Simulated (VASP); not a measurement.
Given:

```
CELL_PARAMETERS angstrom
      1.73000    -2.99645     0.00000
      1.73000     2.99645     0.00000
      0.00000     0.00000     5.52000
ATOMIC_POSITIONS crystal
  Tl 0.33333 0.66667 0.25000
  Tl 0.66667 0.33333 0.75000
```

All values below come from PBE GGA with D3 dispersion (Becke-Johnson damping), VASP's PBE PAW potentials (set 64) (plane waves; VASP 6.6.1). Settings: 520 eV cut-off, 11×11×6 Γ-centred mesh, first-order Methfessel-Paxton smearing of 0.10 eV, potentials Tl_d.

Energy and stress use the plane-wave basis of the starting cell.

Question: The ions, cell shape and volume are relaxed. What does this cell relax into?

Answer: 
```
CELL_PARAMETERS angstrom
      1.74529    -3.02293     0.00000
      1.74529     3.02293     0.00000
      0.00000     0.00000     5.59208
ATOMIC_POSITIONS crystal
  Tl 0.33333 0.66667 0.25000
  Tl 0.66667 0.33333 0.75000
```
Space group P6_3/mmc (194), at a tolerance of 0.03 Å.

Question: How do energy and volume change from the first to the last step?

Answer: The energy (σ→0) changes by -3.1 meV/atom and the volume by +3.1 %, in 3 ionic steps.

The compound is Tl in the hcp structure. This run relaxes it. Symmetry was kept, so distortions that lower it aren't found.
